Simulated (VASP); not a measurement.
Given:

```xyz
3
Lattice="2.3001 -3.9840 0.0000 2.3001 3.9840 0.0000 0.0000 0.0000 7.0532" Properties=species:S:1:pos:R:3 pbc="T T T"
Pb     0.0000     0.0000     0.0000
I      2.3001     1.3280     1.8971
I      2.3001    -1.3280     5.1561
```

Computed with optB88-vdW, VASP's PBE PAW potentials (set 64) (plane waves; VASP 6.6.1). Run with 520 eV cut-off, 6×6×4 Γ-centred mesh, tetrahedra with Blöchl corrections, potentials Pb_d I.

The cores are frozen, which limits the accuracy of field gradients.

Question: Give the principal components of the electric field gradient (V/Å²) and the asymmetry η at each nucleus.

Answer: 
| atom | Vxx | Vyy | Vzz | η |
|---|---|---|---|---|
| Pb1 | -7.9 | -7.9 | 15.9 | 0.00 |
| I2 | -6.3 | -6.3 | 12.6 | 0.00 |
| I3 | -6.3 | -6.3 | 12.6 | 0.00 |

The compound is PbI2 in the 1T layered structure. It was relaxed first.
